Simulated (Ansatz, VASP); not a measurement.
# Cross-check of Ni (Ni(110)-(1x2) missing row) between VASP and Ansatz, part 2 of 3

Wanted: the spread between two codes on one cell, functional and k mesh. Of the first pair: The structure shown is the start of the Ansatz relaxation below; VASP solves that cell, so the two are compared at the walk's first step.

VASP 6.6.1 and Ansatz 0.2.0.

So far: Starting point; Ansatz: relaxation, PBE with D3(BJ).

## Step 3: VASP: single point, PBE with D3(BJ), start cell, pair 1

Level of this step: PBE with D3(BJ), spin-polarised from a ferromagnetic start; plane waves and PAW (Ni) (VASP).

The same cell, functional, mesh and smearing now go to VASP, with its own data sets.

Lines of VASP's logs that name or quote its potential files are left out, and so is its time.

INCAR

```
SYSTEM = Ni
PREC = Accurate
ENCUT = 520
EDIFF = 1E-06
NELM = 200
ISMEAR = -1
SIGMA = 0.1
LREAL = .FALSE.
ALGO = Normal
GGA = PE
IVDW = 12
NBANDS = 64
ISPIN = 2
MAGMOM = 0.78 0.79 0.69 0.69 0.77 0.67 0.73 0.73 0.76
LASPH = .TRUE.
LMAXMIX = 4
LORBIT = 11
LWAVE = .FALSE.
LCHARG = .FALSE.
ISIF = 2
LDIPOL = .TRUE.
IDIPOL = 3
DIPOL = 0.5 0.5 0.487
LVHAR = .TRUE.
GGA_COMPAT = .FALSE.
NELMDL = -8
KPAR = 2
```

POSCAR

```
Ni
1.0
    7.0400000000      0.0000000000      0.0000000000
    0.0000000000      2.4890158698      0.0000000000
    0.0000000000      0.0000000000     21.9780317396
Ni
9
Direct
    0.0000000000      0.0000000000      0.3867498282
    0.5000000000      0.0000000000      0.3867498282
    0.2500000000      0.5000000000      0.4433749171
    0.7500000000      0.5000000000      0.4433749171
    0.0000000000      0.0000000000      0.5000000059
    0.5000000000      0.0000000000      0.5000000059
    0.2500000000      0.5000000000      0.5566250948
    0.7500000000      0.5000000000      0.5566250948
    0.0000000000      0.0000000000      0.6132501836
```

KPOINTS

```
Automatic mesh
0
Gamma
4 11 1
0 0 0
```

The projector-augmented-wave data sets are Ni (PBE family, release 64).

Launch:

```sh
$ mpirun -np 2 vasp_std
```

Numbers of over 12 decimals in the logs are rounded to 6 here.

Log:

```text
[banner, memory and clock lines left out]
running    2 mpi-ranks, on    1 nodes
 distrk:  each k-point on    1 cores,    2 groups
 distr:  one band on    1 cores,    1 groups

 POSCAR found type information on POSCAR Ni
 POSCAR found :  1 types and       9 ions
 LDA part: xc-table for (Slater+PW92), standard interpolation
 POSCAR, INCAR and KPOINTS ok, starting setup
 FFT: planning ... GRIDC
 FFT: planning ... GRID_SOFT
 FFT: planning ... GRID
 WAVECAR not read
 entering main loop
       N       E                     dE             d eps       ncg     rms          rms(c)
DAV:   1     0.614449871238E+03    0.61445E+03   -0.37617E+04  4608   0.136E+03
DAV:   2    -0.929705866234E+01   -0.62375E+03   -0.59179E+03  4608   0.311E+02
DAV:   3    -0.514795814382E+02   -0.42183E+02   -0.39758E+02  5120   0.116E+02
DAV:   4    -0.522668219482E+02   -0.78724E+00   -0.78494E+00  5264   0.178E+01
DAV:   5    -0.522829893963E+02   -0.16167E-01   -0.16167E-01  6976   0.159E+00
DAV:   6    -0.522832941460E+02   -0.30475E-03   -0.30475E-03  6352   0.194E-01
DAV:   7    -0.522833182076E+02   -0.24062E-04   -0.24062E-04  6920   0.344E-02
DAV:   8    -0.522833192806E+02   -0.10730E-05   -0.10730E-05  3992   0.569E-03    0.266E+01
DAV:   9    -0.538707950239E+02   -0.15875E+01   -0.79996E+01  5224   0.114E+02    0.419E+01
DAV:  10    -0.530703406124E+02    0.80045E+00   -0.84132E+01  5208   0.131E+02    0.388E+01
DAV:  11    -0.644414813498E+02   -0.11371E+02   -0.61952E+01  5376   0.108E+02    0.569E+01
DAV:  12    -0.496648827092E+02    0.14777E+02   -0.64012E+01  5920   0.537E+01    0.289E+01
DAV:  13    -0.445979511867E+02    0.50669E+01   -0.96643E+00  5448   0.540E+01    0.149E+01
DAV:  14    -0.491438052155E+02   -0.45459E+01   -0.16712E+01  5368   0.718E+01    0.394E+01
[...]
DAV:  45    -0.443819797976E+02   -0.13696E-04   -0.10769E-06  3360   0.757E-03    0.394E-03
DAV:  46    -0.443819899118E+02   -0.10114E-04   -0.49026E-07  3304   0.496E-03    0.258E-03
DAV:  47    -0.443819974664E+02   -0.75546E-05   -0.24557E-07  3184   0.194E-03    0.230E-03
DAV:  48    -0.443820002872E+02   -0.28208E-05   -0.56985E-08  3256   0.208E-03    0.111E-03
DAV:  49    -0.443820026098E+02   -0.23226E-05   -0.45663E-08  3072   0.914E-04    0.721E-04
DAV:  50    -0.443820052312E+02   -0.26214E-05   -0.53721E-08  3144   0.982E-04    0.463E-04
DAV:  51    -0.443820063803E+02   -0.11491E-05   -0.18037E-08  3112   0.680E-04    0.367E-04
DAV:  52    -0.443820067193E+02   -0.33895E-06   -0.28959E-09  3120   0.341E-04
   1 F= -.46947856E+02 E0= -.46654540E+02  d E =-.586632E+00  mag=     6.2514
```

Parts of OUTCAR (step 3):

```text
ion  position               nearest neighbor table
   1  0.000  0.000  0.387-   3 2.49   4 2.49   3 2.49   4 2.49   5 2.49
   2  0.500  0.000  0.387-   3 2.49   4 2.49   3 2.49   4 2.49   6 2.49
   3  0.250  0.500  0.443-   5 2.49   6 2.49   5 2.49   6 2.49   1 2.49   2 2.49   1 2.49   2 2.49
                             7 2.49
   4  0.750  0.500  0.443-   5 2.49   6 2.49   5 2.49   6 2.49   1 2.49   2 2.49   1 2.49   2 2.49
                             8 2.49
   5  0.000  0.000  0.500-   3 2.49   4 2.49   3 2.49   4 2.49   7 2.49   8 2.49   7 2.49   8 2.49
                             1 2.49   9 2.49
   6  0.500  0.000  0.500-   3 2.49   4 2.49   3 2.49   4 2.49   7 2.49   8 2.49   7 2.49   8 2.49
                             2 2.49
   7  0.250  0.500  0.557-   9 2.49   9 2.49   5 2.49   5 2.49   6 2.49   6 2.49   3 2.49
   8  0.750  0.500  0.557-   9 2.49   9 2.49   5 2.49   5 2.49   6 2.49   6 2.49   4 2.49
   9  0.000  0.000  0.613-   7 2.49   8 2.49   7 2.49   8 2.49   5 2.49

  LATTYP: Found a simple orthorhombic cell.
 ALAT       =     2.4890158698
 B/A-ratio  =     2.8284271247
 C/A-ratio  =     8.8300086819

 Subroutine GETGRP returns: Found  4 space group operations
 (whereof  4 operations were pure point group operations)

The static configuration has the point symmetry C_2v.

 Found     18 irreducible k-points:

   k-points           NKPTS =     18   k-points in BZ     NKDIM =     18   number of bands    NBANDS=     64

   dimension x,y,z NGX =    54 NGY =   20 NGZ =  168
   dimension x,y,z NGXF=   108 NGYF=   40 NGZF=  336

   ENCUT  =  520.0 eV  38.22 Ry    6.18 a.u.  13.09  4.63 40.86*2*pi/ulx,y,z

   NELECT =      90.0000    total number of electrons

 k-points in reciprocal lattice and weights: Automatic mesh
   0.00000000  0.00000000  0.00000000       0.023
   0.25000000  0.00000000  0.00000000       0.045
   0.50000000  0.00000000  0.00000000       0.023
   0.00000000  0.09090909  0.00000000       0.045
   0.25000000  0.09090909  0.00000000       0.091
   0.50000000  0.09090909  0.00000000       0.045
   0.00000000  0.18181818  0.00000000       0.045
   0.25000000  0.18181818  0.00000000       0.091
   0.50000000  0.18181818  0.00000000       0.045
[...]
0.25000000  0.45454545  0.00000000       0.091
   0.50000000  0.45454545  0.00000000       0.045

 dipolmoment           0.000000      0.000000      0.015501 electrons x Angstroem

 average (electrostatic) potential at core
       1 -91.9833       2 -91.9870       3 -92.2866       4 -92.2866       5 -92.4115
       6 -92.3039       7 -92.1153       8 -92.1153       9 -91.9844

 E-fermi :  -0.9696

 spin component 1
 k-point     1 :       0.0000    0.0000    0.0000
  band No.  band energies     occupation
    ...
     47      -1.6014      0.99820
     48      -1.5562      0.99717
     49      -1.5552      0.99715
     50      -1.4577      0.99246
     51      -1.0599      0.71150
     52      -0.9688      0.49804
     53       0.0190      0.00005
     54       0.4053      0.00000
     55       1.0989      0.00000
     56       2.5867      0.00000
    ...

 k-point     2 :       0.2500    0.0000    0.0000
  band No.  band energies     occupation
    ...
     47      -1.5607      0.99730
     48      -1.5202      0.99595
     49      -1.5105      0.99555
     50      -1.4839      0.99419
     51      -1.1305      0.83329
     52      -0.5858      0.02109
     53       0.3558      0.00000
     54       0.5687      0.00000
     55       1.4946      0.00000
     56       2.0359      0.00000
    ...

 k-point     3 :       0.5000    0.0000    0.0000
  band No.  band energies     occupation
    ...
     46      -1.5780      0.99773
     47      -1.5640      0.99739
     48      -1.5279      0.99625
     49      -1.4803      0.99398
     50      -1.4384      0.99088
     51      -0.9244      0.38887
     52       0.1339      0.00002
     53       0.1931      0.00001
     54       0.6352      0.00000
     55       1.3204      0.00000
    ...

 k-point     4 :       0.0000    0.0909    0.0000
  band No.  band energies     occupation
    ...
     46      -1.6329      0.99869
     47      -1.6088      0.99833
     48      -1.6078      0.99831
     49      -1.5736      0.99762
     50      -1.3350      0.97476
     51      -0.6102      0.02676
     52      -0.5520      0.01513
     53       0.5589      0.00000
     54       0.6078      0.00000
     55       1.4029      0.00000
    ...

 k-point     5 :       0.2500    0.0909    0.0000
  band No.  band energies     occupation
    ...
     46      -1.6469      0.99886
     47      -1.6319      0.99867
     48      -1.5836      0.99785
     49      -1.4888      0.99447
     50      -1.2510      0.94341
     51      -0.7768      0.12701
     52      -0.1187      0.00020
     53       0.7109      0.00000
     54       0.8128      0.00000
     55       1.8108      0.00000
    ...

 k-point     6 :       0.5000    0.0909    0.0000
  band No.  band energies     occupation
    ...
     46      -1.6411      0.99879
     47      -1.6350      0.99871
     48      -1.6151      0.99843
     49      -1.5514      0.99704
     50      -1.1538      0.86320
     51      -0.5227      0.01133
     52       0.5171      0.00000
     53       0.5500      0.00000
     54       0.9152      0.00000
     55       1.6538      0.00000
    ...

 Edisp (eV)   -2.56585

  Total      -8.33466    -7.96579    -4.28419     0.00000     0.00000     0.00000
  in kB     -34.67444   -33.13984   -17.82339     0.00000     0.00000     0.00000
  external pressure =      -28.55 kB  Pullay stress =        0.00 kB

  energy-cutoff  :      520.00
  volume of cell :      385.11
      direct lattice vectors                 reciprocal lattice vectors
     7.040000000  0.000000000  0.000000000     0.142045455  0.000000000  0.000000000
     0.000000000  2.489015870  0.000000000     0.000000000  0.401765217  0.000000000
     0.000000000  0.000000000 21.978031740     0.000000000  0.000000000  0.045499980

 POSITION                                       TOTAL-FORCE (eV/Angst)
 -----------------------------------------------------------------------------------
      0.00000      0.00000      8.50000         0.000000     -0.000000      0.701472
      3.52000      0.00000      8.50000         0.000000     -0.000000      0.681518
      1.76000      1.24451      9.74451         0.016063     -0.000000     -0.417697
      5.28000      1.24451      9.74451        -0.016063      0.000000     -0.417697
      0.00000      0.00000     10.98902         0.000000     -0.000000      0.050329
      3.52000      0.00000     10.98902         0.000000     -0.000000      0.092334
      1.76000      1.24451     12.23352        -0.018690     -0.000000      0.053707
      5.28000      1.24451     12.23352         0.018690     -0.000000      0.053707
      0.00000      0.00000     13.47803         0.000000     -0.000000     -0.797673
 -----------------------------------------------------------------------------------
    total drift:                                0.000000     -0.000000     -0.000215

  FREE ENERGIE OF THE ION-ELECTRON SYSTEM (eV)
  ---------------------------------------------------
  free  energy   TOTEN  =       -46.9478555874 eV

  energy  without entropy=      -46.3612235739  energy(sigma->0) =      -46.65453958

 vacuum level on the upper side and lower side of the slab         3.673         3.513

 total charge
# of ion       s       p       d       tot
------------------------------------------
    1        0.462   0.290   8.321   9.074
    2        0.460   0.292   8.321   9.073
    3        0.489   0.462   8.303   9.255
    4        0.489   0.462   8.303   9.255
    5        0.486   0.488   8.309   9.283
    6        0.498   0.463   8.300   9.260
    7        0.476   0.378   8.307   9.161
    8        0.476   0.378   8.307   9.161
    9        0.481   0.287   8.320   9.088
--------------------------------------------------
tot          4.318   3.500  74.791  82.609

 magnetization (x)
# of ion       s       p       d       tot
------------------------------------------
    1        0.003  -0.012   0.778   0.769
    2       -0.001  -0.016   0.785   0.769
    3       -0.007  -0.025   0.676   0.644
    4       -0.007  -0.025   0.676   0.644
    5       -0.008  -0.026   0.758   0.724
    6       -0.007  -0.026   0.668   0.635
    7       -0.005  -0.022   0.732   0.705
    8       -0.005  -0.022   0.732   0.705
    9        0.002  -0.015   0.758   0.745
--------------------------------------------------
tot         -0.036  -0.189   6.564   6.340

[... 6 further parts left out ...]
```

Dispersion corrections of this kind ignore metallic screening and tend to overbind metals.

## Step 4: Side by side

Known differences besides the potentials themselves: VASP starts from the moments at which Ansatz ended; the data sets hold 162 valence electrons in Ansatz (on its default PAW (the set named soft_2) files) and 90 in VASP; the cutoff is 420 eV in Ansatz and 520 eV in VASP. Total energies have different zeros and are not compared.

Forces (eV/Å; atoms numbered as in POSCAR):

```tsv
atom	Ansatz x, y, z	VASP x, y, z
Ni1	0.000, 0.000, 0.712	0.000, 0.000, 0.701
Ni2	0.000, 0.000, 0.693	0.000, 0.000, 0.682
Ni3	0.015, 0.000, -0.433	0.016, 0.000, -0.418
Ni4	-0.015, 0.000, -0.433	-0.016, 0.000, -0.418
Ni5	0.000, 0.000, 0.051	0.000, 0.000, 0.050
Ni6	0.000, 0.000, 0.108	0.000, 0.000, 0.092
Ni7	-0.022, 0.000, 0.057	-0.019, 0.000, 0.054
Ni8	0.022, 0.000, 0.057	0.019, 0.000, 0.054
Ni9	0.000, 0.000, -0.812	0.000, 0.000, -0.798
```

The forces differ by 6.7 meV/Å r.m.s., which is 2.5 % of the r.m.s. force of 0.269 eV/Å (both taken over all components). Moments aren't recorded for both runs of this pair, so they may hold unlike magnetic states. With vacuum in the cell, a pressure given here is an average over mostly empty space and none of the material.

## Step 5: Ansatz: relaxation, PBE with D3(BJ)

This run makes the geometry at which the two programs are then compared.

The structure compared here is the end of the Ansatz relaxation.

input.yaml

```yaml
crystal:
  lattice:
    - [7.04, 0.0, 0.0]
    - [0.0, 2.4890158698, 0.0]
    - [0.0, 0.0, 21.9780317396]
  atoms:
    - { symbol: Ni, position: [0.0, 0.0, 0.3867498282], spin: 0.7 }
    - { symbol: Ni, position: [0.5, 0.0, 0.3867498282], spin: 0.7 }
    - { symbol: Ni, position: [0.25, 0.5, 0.4433749141], spin: 0.7 }
    - { symbol: Ni, position: [0.75, 0.5, 0.4433749141], spin: 0.7 }
    - { symbol: Ni, position: [0.0, 0.0, 0.5], spin: 0.7 }
    - { symbol: Ni, position: [0.5, 0.0, 0.5], spin: 0.7 }
    - { symbol: Ni, position: [0.25, 0.5, 0.5566250859], spin: 0.7 }
    - { symbol: Ni, position: [0.75, 0.5, 0.5566250859], spin: 0.7 }
    - { symbol: Ni, position: [0.0, 0.0, 0.6132501718], spin: 0.7 }
magnetization:
  spin_polarized: true
kpoints:
  mp_grid: { grid: [4, 11, 1] }
hamiltonian:
  xc: pbe
  dispersion: d3bj
scf:
  occupations: { method: fermi_dirac, width: 0.1 }
  convergence: { dr2_threshold: 1.0e-08 }
efield:
  axis: 3
  dipole_correction: true
  ramp_position: 0.97
  ramp_width: 0.06
relax:
  f_tol: 0.015
  max_steps: 90
  constraints: [{ sites: [0, 1, 2, 3] }]
output:
  write_potential: true
  write_density: true
  volumetric_format: npy
```

Launch:

```sh
$ ansatz run input.yaml --threads 4 --pin off --max-ram 6144MiB --backend cpu --events-out ev --progress --plain --runs-dir out
```

Log:

```text
[...]
Crystal: 9 atoms, lattice volume = 385.114 Å³
Basis set: ecut = 420 eV, 7555 PW (Γ), exchange–correlation on 96×36×300 points (8 copies of the dense FFT grid, shifted against one another)
Bands: 101, of which v1, the nominal top of the filled ones, is band 81 counted from 1 (80 counted from 0)
[...]
- { symbol: Ni, position: [0.250000, 0.500000, 0.443375] }
    - { symbol: Ni, position: [0.75, 0.500000, 0.443375] }
    - { symbol: Ni, position: [0.0, 0.0, 0.497657] }
    - { symbol: Ni, position: [0.500000, 0.0, 0.499408] }
    - { symbol: Ni, position: [0.254658, 0.500000, 0.555138] }
    - { symbol: Ni, position: [0.745342, 0.500000, 0.555138] }
    - { symbol: Ni, position: [0.0, 0.0, 0.604524] }
[key lines of the parts left out:]
SCF converged after 14 iterations
Magnetization: 6.3087 μB (84.1543 up, 77.8457 down)
Free energy (F): -52555.206357 eV
Fermi energy:    1.249489 eV
Dipole field:    D = -0.009700 V/Å  (p = -0.020644 e·Å, saw-weighted, corrected)
Work function:   Φ+ = 4.6915 eV   Φ− = 4.4783 eV
```

(Continued in part 3 of 3.)

[Lines on the potential files, build, host, timing and source positions are cut from VASP's logs without a mark.]

[Logs are printed without paths, hosts, clocks, repeated set-up lines and the standing remarks that a program may print on its own settings, such as how far it seeks lower states.]

[Hosts, paths, dates, database ids (printed as entryN), source tags and the programs' standing remarks are cut or masked in the printed files.]
